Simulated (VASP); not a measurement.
Given:

```yaml
crystal:
  lattice:
    - [0.00000, 1.81288, 1.81288]
    - [1.81288, 0.00000, 1.81288]
    - [1.81288, 1.81288, 0.00000]
  atoms:
    - { symbol: C, position: [0.00000, 0.00000, 0.00000] }
    - { symbol: C, position: [0.25000, 0.25000, 0.25000] }
```

These are RPBE GGA, VASP's PBE PAW potentials (set 64) (plane waves; VASP 6.6.1) values and carry that method's errors. Settings: 520 eV cut-off, 13×13×13 Γ-centred mesh, Gaussian smearing of 0.050 eV, potentials C.

**Question.** Give the stress tensor in GPa (positive for a compressed cell).

**Answer.** 
```
-11.81    0.00    0.00
  0.00  -11.81    0.00
  0.00    0.00  -11.81
```
The pressure is its mean diagonal, -11.81 GPa.

The compound is C in the diamond structure. This cell is one point of a volume scan, at 1.03 of the reference volume.
